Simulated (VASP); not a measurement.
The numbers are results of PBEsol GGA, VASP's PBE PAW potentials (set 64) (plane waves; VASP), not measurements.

VASP ran on this input.

**KPOINTS**
```
K-points
0
G
 8 8 8
0 0 0
```

**POSCAR**
```
GdN
1.0
  0.0000000000   2.4900000000   2.4900000000
  2.4900000000   0.0000000000   2.4900000000
  2.4900000000   2.4900000000   0.0000000000
Gd N
1 1
Cart
  0.0000000000   0.0000000000   0.0000000000
  2.4900000000   2.4900000000   2.4900000000
```

### INCAR
```
SYSTEM = GdN
PREC = Accurate
ENCUT = 520
EDIFF = 1E-6
NELM = 100
ALGO = Normal
LREAL = .FALSE.
LASPH = .TRUE.
ISMEAR = 0
SIGMA = 0.05
GGA = PS
LMAXMIX = 6
LWAVE = .FALSE.
LCHARG = .FALSE.
IBRION = 2
ISIF = 3
NSW = 60
EDIFFG = -0.01
```

POTCAR, in this order: Gd_3 N (PBE.64 set). Program: vasp_std.

The resulting files:

### OUTCAR
```
 ion  position               nearest neighbor table
   1  0.000  0.000  0.000-   2 2.49   2 2.49   2 2.49   2 2.49   2 2.49   2 2.49
   2  0.500  0.500  0.500-   1 2.49   1 2.49   1 2.49   1 2.49   1 2.49   1 2.49
  LATTYP: Found a face centered cubic cell.
 ALAT       =     4.9800000000
 Subroutine PRICEL returns:
 Original cell was already a primitive cell.
 Subroutine GETGRP returns: Found 48 space group operations
The static configuration has the point symmetry O_h .
The dynamic configuration has the point symmetry O_h .
 Subroutine INISYM returns: Found 48 space group operations
 Subroutine IBZKPT returns following result:
 Found     29 irreducible k-points:

 Following reciprocal coordinates:
            Coordinates               Weight
  0.000000  0.000000  0.000000      1.000000
  0.125000  0.000000  0.000000      8.000000
  0.250000  0.000000  0.000000      8.000000
  0.375000  0.000000  0.000000      8.000000
  0.500000  0.000000  0.000000      4.000000
  0.125000  0.125000  0.000000      6.000000
  0.250000  0.125000  0.000000     24.000000
  0.375000  0.125000  0.000000     24.000000
  0.500000  0.125000  0.000000     24.000000
...
```

### OSZICAR
```
       N       E                     dE             d eps       ncg     rms          rms(c)
DAV:   1     0.421612885656E+02    0.42161E+02   -0.70281E+03   638   0.118E+03
DAV:   2    -0.161119469862E+02   -0.58273E+02   -0.55078E+02   848   0.235E+02
DAV:   3    -0.191138511174E+02   -0.30019E+01   -0.28656E+01   864   0.416E+01
DAV:   4    -0.191493585292E+02   -0.35507E-01   -0.35457E-01   767   0.410E+00
DAV:   5    -0.191500338252E+02   -0.67530E-03   -0.67500E-03   840   0.445E-01    0.274E+01
DAV:   6    -0.173126641039E+02    0.18374E+01   -0.16818E+01   734   0.245E+01    0.246E+01
DAV:   7    -0.171152385964E+02    0.19743E+00   -0.13730E+00   733   0.764E+00    0.167E+01
DAV:   8    -0.171065519107E+02    0.86867E-02   -0.12121E-01   692   0.359E+00    0.511E+00
DAV:   9    -0.171027382031E+02    0.38137E-02   -0.75119E-03   783   0.826E-01    0.434E-01
DAV:  10    -0.171028318821E+02   -0.93679E-04   -0.39781E-04   857   0.183E-01    0.200E-01
DAV:  11    -0.171028120265E+02    0.19856E-04   -0.60600E-05   783   0.645E-02    0.131E-02
DAV:  12    -0.171028116891E+02    0.33744E-06   -0.23957E-06   792   0.171E-02
   1 F= -.17102812E+02 E0= -.17102741E+02  d E =-.171028E+02
       N       E                     dE             d eps       ncg     rms          rms(c)
DAV:   1    -0.173602983033E+02   -0.25749E+00   -0.60972E+00   650   0.232E+01    0.602E+00
DAV:   2    -0.171612174078E+02    0.19908E+00   -0.92998E-01   713   0.683E+00    0.229E+00
DAV:   3    -0.171109284219E+02    0.50289E-01   -0.13767E-01   774   0.299E+00    0.217E+00
DAV:   4    -0.170931702811E+02    0.17758E-01   -0.65526E-02   742   0.249E+00    0.798E-01
DAV:   5    -0.170930515471E+02    0.11873E-03   -0.66523E-03   824   0.681E-01    0.121E-01
DAV:   6    -0.170927926714E+02    0.25888E-03   -0.12271E-03   823   0.305E-01    0.283E-02
DAV:   7    -0.170927977244E+02   -0.50530E-05   -0.58502E-05   776   0.784E-02    0.187E-02
DAV:   8    -0.170927981268E+02   -0.40245E-06   -0.71124E-07   591   0.803E-03
   2 F= -.17092798E+02 E0= -.17092785E+02  d E =0.100136E-01
       N       E                     dE             d eps       ncg     rms          rms(c)
DAV:   1    -0.171999121897E+02   -0.10711E+00   -0.18492E+00   650   0.127E+01    0.347E+00
DAV:   2    -0.171407627967E+02    0.59149E-01   -0.28983E-01   737   0.380E+00    0.132E+00
DAV:   3    -0.171254009682E+02    0.15362E-01   -0.43791E-02   776   0.159E+00    0.120E+00
DAV:   4    -0.171200764969E+02    0.53245E-02   -0.20603E-02   736   0.135E+00    0.419E-01
DAV:   5    -0.171200238093E+02    0.52688E-04   -0.20308E-03   823   0.375E-01    0.115E-01
DAV:   6    -0.171199350550E+02    0.88754E-04   -0.39011E-04   822   0.168E-01    0.143E-02
DAV:   7    -0.171199366173E+02   -0.15623E-05   -0.18129E-05   799   0.438E-02    0.455E-03
DAV:   8    -0.171199366264E+02   -0.91050E-08   -0.13668E-07   442   0.362E-03
   3 F= -.17119937E+02 E0= -.17119925E+02  d E =-.171249E-01
```

### OUTCAR
```
------------------------ aborting loop because EDIFF is reached ----------------------------------------
  FORCE on cell =-STRESS in cart. coord.  units (eV):
  Direction    XX          YY          ZZ          XY          YZ          ZX
  --------------------------------------------------------------------------------------
  Total       -0.0092553     -0.0092553     -0.0092553      0.0000000      0.0000000     -0.0000000
  in kB       -0.4964033     -0.4964033     -0.4964033      0.0000000      0.0000000     -0.0000000
  external PRESSURE =      -0.4964033 kB  Pullay stress =       0.0000000 kB
  volume of cell :       29.87
      direct lattice vectors                 reciprocal lattice vectors
    -0.000000000  2.462707013  2.462707013    -0.203028617  0.203028617  0.203028617
     2.462707013 -0.000000000  2.462707013     0.203028617 -0.203028617  0.203028617
     2.462707013  2.462707013  0.000000000     0.203028617  0.203028617 -0.203028617
 POSITION                                       TOTAL-FORCE (eV/Angst)
 -----------------------------------------------------------------------------------
      0.00000      0.00000      0.00000        -0.000000     -0.000000     -0.000000
      2.46271      2.46271      2.46271         0.000000      0.000000      0.000000
 -----------------------------------------------------------------------------------
    total drift:                                0.000000      0.000000      0.000000
  FREE ENERGIE OF THE ION-ELECTRON SYSTEM (eV)
  ---------------------------------------------------
  free  energy   TOTEN  =       -17.1199366264 eV

  energy  without entropy=      -17.1199127728  energy(sigma->0) =      -17.11992470

 reached required accuracy - stopping structural energy minimisation
```
(Selected blocks of OUTCAR.)

File CONTCAR:
```
GdN
   1.00000000000000
    -0.0000000000000000    2.4627070125598332    2.4627070125598332
     2.4627070125598332   -0.0000000000000000    2.4627070125598332
     2.4627070125598332    2.4627070125598332    0.0000000000000000
  Gd              N
     1     1
Direct
     0.0000000000000000    0.0000000000000000    0.0000000000000000
     0.5000000000000000    0.5000000000000000    0.5000000000000000
```

The 4f electrons are frozen in the core of the lanthanide potential, so 4f levels, which can set the real gap, and their magnetism are missing. Energy and stress use the plane-wave basis of the starting cell.

The compound is GdN in the rock salt structure. This run relaxes it. Symmetry was kept, so distortions that lower it aren't found.
